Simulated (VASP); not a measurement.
Given:

```
CELL_PARAMETERS angstrom
      1.27756    -2.21280     0.00000
      1.27756     2.21280     0.00000
      0.00000     0.00000     4.22543
ATOMIC_POSITIONS crystal
  B  0.66667 0.33333 0.50024
  B  0.33333 0.66667 0.00024
  N  0.66667 0.33333 0.87476
  N  0.33333 0.66667 0.37476
```

Calculation: PBE GGA, VASP's PBE PAW potentials (set 64) (plane waves; VASP). Run with 520 eV cut-off, Gaussian smearing of 0.050 eV, potentials B N.

Question: What does the run give for the band gap (along the path) with the smallest direct gap where there is one?

Answer: 
The band gap (along the path) is 5.21 eV. The smallest direct gap (along the path) is 8.22 eV.

The compound is BN in the wurtzite structure, a metastable high-pressure form. It was relaxed first.
